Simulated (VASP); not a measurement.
Consider the following.

```xyz
2
Lattice="1.4712 -2.5481 0.0000 1.4712 2.5481 0.0000 0.0000 0.0000 5.3894" Properties=species:S:1:pos:R:3 pbc="T T T"
Cd     1.4712     0.8494     1.3473
Cd     1.4712    -0.8494     4.0420
```

The numbers are results of TPSS meta-GGA, VASP's PBE PAW potentials (set 64) (plane waves; VASP), not measurements. Numerical set-up: 520 eV cut-off, 14×14×7 Γ-centred mesh, first-order Methfessel-Paxton smearing of 0.10 eV, potentials Cd.

Question: The ions and cell shape at fixed volume are relaxed. What does this cell relax into?

Answer: 
```xyz
2
Lattice="1.4988 -2.5961 0.0000 1.4988 2.5961 0.0000 0.0000 0.0000 5.1921" Properties=species:S:1:pos:R:3 pbc="T T T"
Cd     1.4988     0.8654     1.2980
Cd     1.4988    -0.8654     3.8941
```
Space group P6_3/mmc (194), at a tolerance of 0.03 Å.

Question: How much energy does the relaxation gain?

Answer: The energy (σ→0) changes by -8.3 meV/atom, in 8 ionic steps.

The compound is Cd in the hcp structure. This cell is one point of a volume scan, at 0.94 of the reference volume. Symmetry was kept, so distortions that lower it aren't found.
